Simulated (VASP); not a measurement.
These are PBE GGA, VASP's PBE PAW potentials (set 64) (plane waves; VASP) values and carry that method's errors.

VASP ran on this input.

File POSCAR:
```
KI
1
    0.0000000000     3.5937350756     3.5937350756
    3.5937350756     0.0000000000     3.5937350756
    3.5937350756     3.5937350756     0.0000000000
K I
1 1
Direct
  0.0000000000   0.0000000000   0.0000000000
  0.5000000000   0.5000000000   0.5000000000
```

**KPOINTS**
```
Automatic mesh
0
Gamma
6 6 6
0 0 0
```

### INCAR
```
SYSTEM  =  KI
PREC  =  Accurate; ENCUT  =  520; LREAL  =  .False.
LASPH  =  .True.
EDIFF  =  1E-6; NELM  =  100; ALGO  =  Normal
LMAXMIX  =  4
ISMEAR  =  0; SIGMA  =  0.05
GGA  =  PE
LWAVE  =  .True.; LCHARG  =  .False.
```

POTCAR, in this order: K_sv I (PBE.64 set). Program: vasp_std.

**Question.** What will the output report for the number of irreducible k-points (NKPTS), largest plane-wave count, number of space-group operations, FFT grid (NGX, NGY, NGZ)?

**Answer.** 
```yaml
number of irreducible k-points (NKPTS): 16
largest_plane_wave_count: 2529
number_of_space_group_operations: 48
FFT grid (NGX, NGY, NGZ): 40 × 40 × 40
```

The compound is KI in the rock salt structure. It was relaxed first, which changed the volume by +5 %.
